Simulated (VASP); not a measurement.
All values below come from PBEsol GGA, VASP's PBE PAW potentials (set 64) (plane waves; VASP).

Input for VASP

### POSCAR
```
PtAl
1
    0.0000000000     2.5412279206     2.5412279206
    2.5412279206    -0.0000000000     2.5412279206
    2.5412279206     2.5412279206    -0.0000000000
Pt Al
1 1
Direct
  0.0000000000   0.0000000000   0.0000000000
  0.5000000000   0.5000000000   0.5000000000
```

**INCAR**
```
SYSTEM = PtAl
PREC = Accurate
ENCUT = 400
EDIFF = 1E-6
NELM = 100
ALGO = Normal
LREAL = .FALSE.
LASPH = .TRUE.
ISMEAR = 1
SIGMA = 0.1
GGA = PS
LMAXMIX = 6
LWAVE = .FALSE.
LCHARG = .FALSE.
IBRION = 2
ISIF = 3
NSW = 60
EDIFFG = -0.01
```

### KPOINTS
```
Automatic mesh
0
Gamma
11 11 11
0 0 0
```

POTCAR, in this order: Pt Al (PBE.64 set). Program: vasp_std.

Output

### OUTCAR
```
 ion  position               nearest neighbor table
   1  0.000  0.000  0.000-   2 2.54   2 2.54   2 2.54   2 2.54   2 2.54   2 2.54
   2  0.500  0.500  0.500-   1 2.54   1 2.54   1 2.54   1 2.54   1 2.54   1 2.54
  LATTYP: Found a face centered cubic cell.
 ALAT       =     5.0824558412
 Subroutine PRICEL returns:
 Original cell was already a primitive cell.
 Subroutine GETGRP returns: Found 48 space group operations
The static configuration has the point symmetry O_h .
The dynamic configuration has the point symmetry O_h .
 Subroutine INISYM returns: Found 48 space group operations
 Subroutine IBZKPT returns following result:
 Found     56 irreducible k-points:

 Following reciprocal coordinates:
            Coordinates               Weight
  0.000000  0.000000  0.000000      1.000000
  0.090909  0.000000  0.000000      8.000000
  0.181818  0.000000  0.000000      8.000000
  0.272727  0.000000  0.000000      8.000000
  0.363636  0.000000  0.000000      8.000000
  0.454545  0.000000  0.000000      8.000000
  0.090909  0.090909  0.000000      6.000000
  0.181818  0.090909  0.000000     24.000000
  0.272727  0.090909  0.000000     24.000000
  0.363636  0.090909  0.000000     24.000000
  0.454545  0.090909  0.000000     24.000000
 -0.454545  0.090909  0.000000     24.000000
 -0.363636  0.090909  0.000000     24.000000
 -0.272727  0.090909  0.000000     24.000000
 -0.181818  0.090909  0.000000     24.000000
 -0.090909  0.090909  0.000000     12.000000
  0.181818  0.181818  0.000000      6.000000
  0.272727  0.181818  0.000000     24.000000
  0.363636  0.181818  0.000000     24.000000
  0.454545  0.181818  0.000000     24.000000
 -0.454545  0.181818  0.000000     24.000000
 -0.363636  0.181818  0.000000     24.000000
 -0.272727  0.181818  0.000000     24.000000
 -0.181818  0.181818  0.000000     12.000000
...
```

OSZICAR:
```
       N       E                     dE             d eps       ncg     rms          rms(c)
DAV:   1     0.326543992682E+02    0.32654E+02   -0.49687E+03  1224   0.865E+02
DAV:   2    -0.115983421885E+02   -0.44253E+02   -0.40805E+02  1288   0.167E+02
DAV:   3    -0.125581398690E+02   -0.95980E+00   -0.94421E+00  1298   0.243E+01
DAV:   4    -0.125645864536E+02   -0.64466E-02   -0.64437E-02  1226   0.236E+00
DAV:   5    -0.125646572534E+02   -0.70800E-04   -0.70798E-04  1250   0.261E-01    0.735E+00
DAV:   6    -0.122210988078E+02    0.34356E+00   -0.21765E+00  1204   0.124E+01    0.221E+00
DAV:   7    -0.121869290988E+02    0.34170E-01   -0.65696E-02  1142   0.240E+00    0.145E+00
DAV:   8    -0.121717681756E+02    0.15161E-01   -0.12203E-02  1214   0.938E-01    0.196E-01
DAV:   9    -0.121716837942E+02    0.84381E-04   -0.52403E-04  1230   0.203E-01    0.927E-02
DAV:  10    -0.121716825169E+02    0.12772E-05   -0.39528E-05  1206   0.584E-02    0.921E-03
DAV:  11    -0.121716814430E+02    0.10740E-05   -0.73912E-07   648   0.837E-03    0.397E-03
DAV:  12    -0.121716810979E+02    0.34504E-06   -0.62062E-08   578   0.212E-03
   1 F= -.12171681E+02 E0= -.12171742E+02  d E =-.121717E+02
```

### OUTCAR
```
------------------------ aborting loop because EDIFF is reached ----------------------------------------
  FORCE on cell =-STRESS in cart. coord.  units (eV):
  Direction    XX          YY          ZZ          XY          YZ          ZX
  --------------------------------------------------------------------------------------
  Total       -0.0191366     -0.0191366     -0.0191366      0.0000000     -0.0000000      0.0000000
  in kB       -0.9341439     -0.9341439     -0.9341439      0.0000000     -0.0000000      0.0000000
  external PRESSURE =      -0.9341439 kB  Pullay stress =       0.0000000 kB
  volume of cell :       32.82
      direct lattice vectors                 reciprocal lattice vectors
     0.000000000  2.541227921  2.541227921    -0.196755276  0.196755276  0.196755276
     2.541227921  0.000000000  2.541227921     0.196755276 -0.196755276  0.196755276
     2.541227921  2.541227921  0.000000000     0.196755276  0.196755276 -0.196755276
 POSITION                                       TOTAL-FORCE (eV/Angst)
 -----------------------------------------------------------------------------------
      0.00000      0.00000      0.00000         0.000000     -0.000000      0.000000
      2.54123      2.54123      2.54123        -0.000000      0.000000     -0.000000
 -----------------------------------------------------------------------------------
    total drift:                                0.000000     -0.000000     -0.000000
  FREE ENERGIE OF THE ION-ELECTRON SYSTEM (eV)
  ---------------------------------------------------
  free  energy   TOTEN  =       -12.1716810979 eV

  energy  without entropy=      -12.1718639046  energy(sigma->0) =      -12.17174203

 reached required accuracy - stopping structural energy minimisation
```
(Selected blocks of OUTCAR.)

The structure was generated: PtAl was put into the rock salt type (Fm-3m), which need not be its known phase. It was relaxed first, which changed the volume by -23 %. The start is the result of an earlier pass. The electron count is odd and the run is not spin-polarised, which forces a metal.
